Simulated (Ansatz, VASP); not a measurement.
## Two plane-wave programs on KCaF3

```xyz
5
Lattice="4.6080 0.0000 0.0000 0.0000 4.6080 0.0000 0.0000 0.0000 4.2394" Properties=species:S:1:pos:R:3 pbc="T T T"
K     2.3040    2.3040    2.1197
Ca    0.0000    0.0000    0.0000
F     0.0000    2.3040    0.0000
F     0.0000    0.0000    2.1197
F     2.3040    0.0000    0.0000
```

Alike in both runs: task single point; functional LDA; k mesh 6 × 6 × 6; occupations gaussian, width 0.05 eV; no spin polarisation.

|  | VASP | Ansatz |
| --- | --- | --- |
| version | VASP 6.6.1 | Ansatz 0.2.0 |
| potentials or method | VASP PAW LDA potentials, release 64 (K_sv, Ca_sv, F) | scalar-relativistic, plane waves, PAW |
| plane-wave cutoff (eV) | 520 | 420 |
| valence electrons in the cell | 40 | 40 |

Ansatz gave:

| Property | Result |
| --- | --- |
| gap on the k mesh at the Fermi level (eV) | 5.76 |
| least direct gap on the mesh (eV) | 5.92 |
| pressure (GPa) | -4.6 |
| largest component of the traceless stress (GPa) | 5.06 |

Estimate VASP's values.

gap on the k mesh at the Fermi level (eV): 5.76; least direct gap on the mesh (eV): 5.91; pressure (GPa): -4.4; largest component of the traceless stress (GPa): 5.28.

A k mesh can miss the band edges. Expect the measured gap to be larger: semilocal functionals such as LDA lack the derivative discontinuity.
